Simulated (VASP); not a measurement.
Input:

```yaml
crystal:
  lattice:
    - [-2.12687, 2.12687, 5.26010]
    - [2.12687, -2.12687, 5.26010]
    - [2.12687, 2.12687, -5.26010]
  atoms:
    - { symbol: La, position: [0.00000, 0.00000, 0.00000] }
    - { symbol: Ga, position: [0.61998, 0.61998, 0.00000] }
    - { symbol: Ga, position: [0.38002, 0.38002, 0.00000] }
    - { symbol: Ga, position: [0.75000, 0.25000, 0.50000] }
    - { symbol: Cu, position: [0.25000, 0.75000, 0.50000] }
```

The numbers are results of LDA (Ceperley-Alder, Perdew-Zunger), VASP's LDA PAW potentials (set 64) (plane waves; VASP 6.6.1), not measurements. Settings: 300 eV cut-off, 7×7×7 Γ-centred mesh, Gaussian smearing of 0.27 eV, potentials La Ga_d Cu.

At this cut-off the stress carries a Pulay error, which pulls relaxed volumes low.

Task: Give the stress tensor in GPa (positive for a compressed cell).

Result: 
```
-5.25   0.00   0.00
 0.00  -5.25   0.00
 0.00   0.00  -5.52
```
The pressure is its mean diagonal, -5.34 GPa.

The structure comes from a computed database's LaGa3Cu entry; how it stands against other phases isn't given here. The cell was not relaxed at this level. The electron count is odd and the run is not spin-polarised, which forces a metal.
